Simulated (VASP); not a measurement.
# RbAsPd (P4/nmm) in VASP: further runs

Runs on RbAsPd. Level: r2SCAN. Tasks: single point.

Everything below comes from runs of VASP 6.6.1. Logs are shortened: lines on timing, memory, paths and dates and some standing lists are left out, and cuts for length are marked.

## (1) Starting point

The structure is tetragonal, space group P4/nmm (No. 129). Conventional cell: a = 4.485 Å, b = 4.485 Å, c = 8.220 Å, α = 90.00°, β = 90.00°, γ = 90.00°. As (site symmetry 4mm) has 4 Pd at 2.73 Å as nearest neighbours. Around Pd (site symmetry -4m2) lie 4 As at 2.73 Å. Rb (site symmetry 4mm) is surrounded by 5 As at 3.46 to 3.74 Å and 4 Pd at 3.69 Å and 4 Rb at 3.95 Å.

The cell was built by a generator and needn't be a form met in nature.

## (2) Single point, r2SCAN

Input file POSCAR:

```
RbAsPd
1.0
    4.4851688800      0.0000000000      0.0000000000
    0.0000000000      4.4851688800      0.0000000000
    0.0000000000      0.0000000000      8.2200910300
As Pd Rb
2 2 2
Direct
    0.0000000000      0.5000000000      0.1884000000
    0.5000000000      0.0000000000      0.8116000000
    0.0000000000      0.0000000000      0.0000000000
    0.5000000000      0.5000000000      0.0000000000
    0.0000000000      0.5000000000      0.6434000000
    0.5000000000      0.0000000000      0.3566000000
```

Input file INCAR.step1:

```
  PREC = Accurate
  ENCUT = 520
  ISMEAR = 1
  SIGMA = 0.1244
  LREAL = False
  LASPH = True
  NELM = 100
  NBANDS = 33
  GGA = PE
  ALGO = Normal
  EDIFF = 1E-4
  LWAVE = True
  LCHARG = False
```

Input file INCAR.step2:

```
  PREC = Accurate
  ENCUT = 520
  EDIFF = 1E-6
  ISMEAR = 1
  SIGMA = 0.1244
  LREAL = False
  LASPH = True
  NELM = 100
  ALGO = Normal
  ISIF = 2
  LWAVE = False
  LCHARG = True
  METAGGA = R2SCAN
  LMIXTAU = True
  LELF = True
  LVHAR = True
  NBANDS = 33
  ISTART = 1
```

Input file KPOINTS:

```
regular mesh
0
Gamma
  4 4 3
```

Potentials or basis: VASP PAW PBE potentials, release 64 (As, Pd, Rb_sv).

The run is started by

```
$ cat potpaw_PBE.64/As/POTCAR potpaw_PBE.64/Pd/POTCAR potpaw_PBE.64/Rb_sv/POTCAR > POTCAR
$ cp INCAR.step1 INCAR
$ mpirun -np 1 vasp_std > vasp.out
$ cp INCAR.step2 INCAR
$ mpirun -np 1 vasp_std > vasp.out
```

OUTCAR:

```text
PREC = Accurate
   ENCUT = 520
   EDIFF = 1E-6
   ISMEAR = 1
   LREAL = False
   LASPH = True
   NELM = 100
   ISIF = 2
   METAGGA = R2SCAN
   ISTART = 1

 ion  position               nearest neighbor table
   1  0.000  0.500  0.188-   3 2.73   4 2.73   3 2.73   4 2.73   6 3.46   6 3.46   6 3.46   6 3.46
                             5 3.74
   2  0.500  0.000  0.812-   3 2.73   4 2.73   4 2.73   3 2.73   5 3.46   5 3.46   5 3.46   5 3.46
                             6 3.74
   3  0.000  0.000  0.000-   1 2.73   2 2.73   1 2.73   2 2.73   4 3.17   4 3.17   4 3.17   4 3.17
                             5 3.69   6 3.69   6 3.69   5 3.69
   4  0.500  0.500  0.000-   1 2.73   2 2.73   2 2.73   1 2.73   3 3.17   3 3.17   3 3.17   3 3.17
                             5 3.69   6 3.69   5 3.69   6 3.69
   5  0.000  0.500  0.643-   2 3.46   2 3.46   2 3.46   2 3.46   3 3.69   4 3.69   4 3.69   3 3.69
                             1 3.74   6 3.95   6 3.95   6 3.95   6 3.95
   6  0.500  0.000  0.357-   1 3.46   1 3.46   1 3.46   1 3.46   4 3.69   4 3.69   3 3.69   3 3.69
                             2 3.74   5 3.95   5 3.95   5 3.95   5 3.95

  LATTYP: Found a simple tetragonal cell.
 ALAT       =     4.4851688800
 C/A-ratio  =     1.8327272060

  Lattice vectors:

 A1 = (   4.4851688800,   0.0000000000,   0.0000000000)
 A2 = (   0.0000000000,   4.4851688800,   0.0000000000)
 A3 = (   0.0000000000,   0.0000000000,   8.2200910300)

Analysis of symmetry for initial positions (statically):
=====================================================================
 Subroutine PRICEL returns:
 Original cell was already a primitive cell.

 Routine SETGRP: Setting up the symmetry group for a
 simple tetragonal supercell.

 Subroutine GETGRP returns: Found 16 space group operations
 (whereof  8 operations were pure point group operations)
 out of a pool of 16 trial point group operations.

The static configuration has the point symmetry D_2d.
 The point group associated with its full space group is D_4h.

Analysis of symmetry for dynamics (positions and initial velocities):
=====================================================================
 Subroutine PRICEL returns:
 Original cell was already a primitive cell.

 Routine SETGRP: Setting up the symmetry group for a
 simple tetragonal supercell.

 Subroutine GETGRP returns: Found 16 space group operations
 (whereof  8 operations were pure point group operations)
 out of a pool of 16 trial point group operations.

The dynamic configuration has the point symmetry D_2d.
 The point group associated with its full space group is D_4h.

 Subroutine INISYM returns: Found 16 space group operations
 (whereof  8 operations are pure point group operations),
 and found     1 'primitive' translations

----------------------------------------------------------------------------------------

                                     Primitive cell

  volume of cell :     165.3614

  direct lattice vectors                    reciprocal lattice vectors
     4.485168880  0.000000000  0.000000000     0.222957045  0.000000000  0.000000000
     0.000000000  4.485168880  0.000000000     0.000000000  0.222957045  0.000000000
     0.000000000  0.000000000  8.220091030     0.000000000  0.000000000  0.121653154

  length of vectors
     4.485168880  4.485168880  8.220091030     0.222957045  0.222957045  0.121653154

  position of ions in fractional coordinates (direct lattice)
     0.000000000  0.500000000  0.188400000
     0.500000000  0.000000000  0.811600000
     0.000000000  0.000000000  0.000000000
     0.500000000  0.500000000  0.000000000
     0.000000000  0.500000000  0.643400000
     0.500000000  0.000000000  0.356600000

  ion indices of the primitive-cell ions
   primitive index   ion index
                 1           1
                 2           2
                 3           3
                 4           4
                 5           5
                 6           6

----------------------------------------------------------------------------------------

 KPOINTS: regular mesh

Automatic generation of k-mesh.
 Grid dimensions read from file:
 generate k-points for:    4    4    3

 Generating k-lattice:

  Cartesian coordinates                     Fractional coordinates (reciprocal lattice)
     0.055739261  0.000000000  0.000000000     0.250000000  0.000000000  0.000000000
     0.000000000  0.055739261  0.000000000     0.000000000  0.250000000  0.000000000
     0.000000000  0.000000000  0.040551051     0.000000000  0.000000000  0.333333333

  Length of vectors
     0.055739261  0.055739261  0.040551051

  Shift w.r.t. Gamma in fractional coordinates (k-lattice)
     0.000000000  0.000000000  0.000000000

 Subroutine IBZKPT returns following result:
 ===========================================

 Found     12 irreducible k-points:

 Following reciprocal coordinates:
            Coordinates               Weight
  0.000000  0.000000  0.000000      1.000000
  0.250000  0.000000  0.000000      4.000000
  0.500000  0.000000  0.000000      2.000000
  0.250000  0.250000  0.000000      4.000000
  0.500000  0.250000  0.000000      4.000000
  0.500000  0.500000  0.000000      1.000000
  0.000000  0.000000  0.333333      2.000000
  0.250000  0.000000  0.333333      8.000000
  0.500000  0.000000  0.333333      4.000000
  0.250000  0.250000  0.333333      8.000000
  0.500000  0.250000  0.333333      8.000000
  0.500000  0.500000  0.333333      2.000000
   k-points           NKPTS =     12   k-points in BZ     NKDIM =     12   number of bands    NBANDS=     33
   number of dos      NEDOS =    301   number of ions     NIONS =      6
   total plane-waves  NPLWV =  82944
   dimension x,y,z NGX =    36 NGY =   36 NGZ =   64
   dimension x,y,z NGXF=    72 NGYF=   72 NGZF=  128
   ions per type =               2   2   2
   NGX,Y,Z   is equivalent  to a cutoff of  13.34, 13.34, 12.94 a.u.
   NGXF,Y,Z  is equivalent  to a cutoff of  26.69, 26.69, 25.89 a.u.
 SYSTEM =  unknown system
   PREC   = accura    normal or accurate (medium, high low for compatibility)
   ISTART =      1    job   : 0-new  1-cont  2-samecut
   ICHARG =      0    charge: 1-file 2-atom 10-const
   ISPIN  =      1    spin polarized calculation?
   LNONCOLLINEAR =      F non collinear calculations
   LSORBIT =      F    spin-orbit coupling
   LASPH  =      T    aspherical Exc in radial PAW
   ENCUT  =  520.0 eV  38.22 Ry    6.18 a.u.   8.34  8.34 15.28*2*pi/ulx,y,z
   NELM   =    100;   NELMIN=  2; NELMDL=  0     # of ELM steps
   EDIFF  = 0.1E-05   stopping-criterion for ELM
   LREAL  =      F    real-space projection
   EDIFFG = 0.1E-04   stopping-criterion for IOM
   NSW    =      0    number of steps for IOM
   IBRION =     -1    ionic relax: 0-MD 1-quasi-New 2-CG
   NFREE  =      0    steps in history (QN), initial steepest desc. (CG)
   ISIF   =      2    stress and relaxation
   ISYM   =      2    0-nonsym 1-usesym 2-fastsym
   POTIM  = 0.5000    time-step for ionic-motion
   TEBEG  =    0.0;   TEEND  =   0.0 temperature during run
   PSTRESS=    0.0 pullay stress
   NELECT =      48.0000    total number of electrons
   NUPDOWN=      -1.0000    fix difference up-down
   EMIN   =  10.00;   EMAX   =-10.00  energy-range for DOS
   EFERMI =   0.00;   METHOD = LEGACY
   ISMEAR =     1;   SIGMA  =   0.12  broadening in eV -4-tet -1-fermi 0-gaus
   EFERMI_NEDOS =   21; number of points for ismear=-14 and -15
   IALGO  =     38    algorithm
   IMIX   =      4    mixing-type and parameters
     AMIX     =   0.40;   BMIX     =  1.00
     AMIX_MAG =   1.60;   BMIX_MAG =  1.00
  volume/ion in A,a.u.               =      27.56       185.99
  Fermi-wavevector in a.u.,A,eV,Ry     =   1.083953  2.048374 15.986225  1.174954
  Thomas-Fermi vector in A             =   2.220032
   LORBIT       =      0    0 simple, 1 ext, 2 COOP (PROOUT), +10 PAW based schemes
   METAGGA = R2SCAN    functional components
   LHFCALC =     F    Hartree Fock is set to
   AEXX    =    0.0000 exact exchange contribution
   IVDW    =     0    specifies the selected vdW correction
   LEPSILON=     F    determine dielectric tensor
   LRPA    =     F    only Hartree local field effects (RPA)
 non-spin polarized calculation
 Methfessel and Paxton  Order N= 1 SIGMA  =   0.12
  energy-cutoff  :      520.00
  volume of cell :      165.36
 maximum number of plane-waves:      4483
 NGX is ok and might be reduce to    36
   NGX = 17   NGY = 17   NGZ = 31

 number of electron      48.0000002 magnetization

 Free energy of the ion-electron system (eV)
  ---------------------------------------------------
  ext. energy  EPLUGINS =         0.00000000
  ---------------------------------------------------
  free energy    TOTEN  =      -104.80247732 eV

  energy without entropy =     -104.76969102  energy(sigma->0) =     -104.79154855

 E-fermi :   3.4967     XC(G=0):  -9.5926

 val. band max:        3.4853076326   @ k =   0.2500   0.2500   0.0000
 cond. band min:       3.5009037196   @ k =   0.2500   0.2500   0.3333
 fundamental gap:      0.0155960870
 Fermi energy:         3.4966791733

 k-point     1 :       0.0000    0.0000    0.0000
  band No.  band energies     occupation
      1     -25.3825      2.00000
      2     -25.3137      2.00000
      3      -9.1369      2.00000
      4      -9.0383      2.00000
      5      -9.0383      2.00000
      6      -8.9497      2.00000
[... 25 lines left out ...]
     32       8.6265      0.00000
     33       8.8375      0.00000

 k-point     2 :       0.2500    0.0000    0.0000
  band No.  band energies     occupation
      1     -25.3685      2.00000
      2     -25.3198      2.00000
      3      -9.2806      2.00000
      4      -9.1389      2.00000
      5      -8.9915      2.00000
      6      -8.9740      2.00000
[... 25 lines left out ...]
     32       8.1106      0.00000
     33       8.7097      0.00000

 k-point     3 :       0.5000    0.0000    0.0000
  band No.  band energies     occupation
      1     -25.3402      2.00000
      2     -25.3402      2.00000
      3      -9.3636      2.00000
      4      -9.3636      2.00000
      5      -8.8950      2.00000
      6      -8.8950      2.00000
[... 25 lines left out ...]
     32       8.1022      0.00000
     33       8.3794      0.00000

 k-point     4 :       0.2500    0.2500    0.0000
  band No.  band energies     occupation
      1     -25.3576      2.00000
      2     -25.3231      2.00000
      3      -9.1964      2.00000
      4      -9.1886      2.00000
      5      -9.1538      2.00000
      6      -8.9512      2.00000
[... 25 lines left out ...]
     32       8.7780      0.00000
     33       9.4581      0.00000

 k-point     5 :       0.5000    0.2500    0.0000
  band No.  band energies     occupation
      1     -25.3364      2.00000
      2     -25.3364      2.00000
      3      -9.2925      2.00000
      4      -9.2925      2.00000
      5      -8.9791      2.00000
      6      -8.9791      2.00000
[... 172 lines left out ...]
 k-point    10 :       0.2500    0.2500    0.3333
  band No.  band energies     occupation
      1     -25.3575      2.00000
      2     -25.3231      2.00000
      3      -9.2236      2.00000
      4      -9.1959      2.00000
      5      -9.1522      2.00000
      6      -8.9225      2.00000
[... 25 lines left out ...]
     32       9.0119      0.00000
     33       9.0817      0.00000

 k-point    11 :       0.5000    0.2500    0.3333
  band No.  band energies     occupation
      1     -25.3364      2.00000
      2     -25.3364      2.00000
      3      -9.2956      2.00000
      4      -9.2956      2.00000
      5      -8.9838      2.00000
      6      -8.9838      2.00000
[... 25 lines left out ...]
     32       8.9370      0.00000
     33       9.8865      0.00000

 k-point    12 :       0.5000    0.5000    0.3333
  band No.  band energies     occupation
      1     -25.3327      2.00000
      2     -25.3327      2.00000
      3      -9.2622      2.00000
      4      -9.2622      2.00000
      5      -8.9200      2.00000
      6      -8.9200      2.00000
[... 25 lines left out ...]
     32       8.9321      0.00000
     33       9.8068      0.00000

------------------------ aborting loop because EDIFF is reached ----------------------------------------

  FORCE on cell =-STRESS in cart. coord.  units (eV):
  Direction    XX          YY          ZZ          XY          YZ          ZX
  --------------------------------------------------------------------------------------
  -------------------------------------------------------------------------------------
  Total       -5.0462512     -5.0462512     -6.4658443      0.0000000      0.0000000      0.0000000
  in kB      -48.8928350    -48.8928350    -62.6471905      0.0000000      0.0000000      0.0000000
  external PRESSURE =     -53.4776202 kB  Pullay stress =       0.0000000 kB

 VOLUME and BASIS-vectors are now :
 -----------------------------------------------------------------------------
  energy-cutoff  :      520.00
  volume of cell :      165.36
      direct lattice vectors                 reciprocal lattice vectors
     4.485168880  0.000000000  0.000000000     0.222957045  0.000000000  0.000000000
     0.000000000  4.485168880  0.000000000     0.000000000  0.222957045  0.000000000
     0.000000000  0.000000000  8.220091030     0.000000000  0.000000000  0.121653154

 POSITION                                       TOTAL-FORCE (eV/Angst)
 -----------------------------------------------------------------------------------
      0.00000      2.24258      1.54867         0.000000     -0.000000     -1.976234
      2.24258      0.00000      6.67143         0.000000      0.000000      1.976234
      0.00000      0.00000      0.00000         0.000000      0.000000     -0.000000
      2.24258      2.24258      0.00000         0.000000     -0.000000     -0.000000
      0.00000      2.24258      5.28881        -0.000000     -0.000000      0.311031
      2.24258      0.00000      2.93128         0.000000     -0.000000     -0.311031
 -----------------------------------------------------------------------------------
    total drift:                                0.000000      0.000000     -0.000000

  FREE ENERGIE OF THE ION-ELECTRON SYSTEM (eV)
  ---------------------------------------------------
  free  energy   TOTEN  =      -104.8024773226 eV

  energy  without entropy=     -104.7696910197  energy(sigma->0) =     -104.79154855
```

It took 2.9 min on 1 thread of AMD EPYC 9R45 (Zen 5), shared host; peak memory 0.31 GiB.

What came out:

```yaml
Free_energy: -104.8025 eV
Pressure: -5.3 GPa
Largest_force: 1.976 eV/Å
Band_gap_on_the_k_mesh: none (metal or under the smearing width)
```

Forces on the atoms (eV/Å):
```
As   0.000  0.000 -1.976
As   0.000  0.000  1.976
Pd   0.000  0.000  0.000
Pd   0.000  0.000  0.000
Rb   0.000  0.000  0.311
Rb   0.000  0.000 -0.311
```

Caveat: the PAW data sets were made with another functional, which shifts forces and pressure a little.

(Continued in part 2 of 2.)
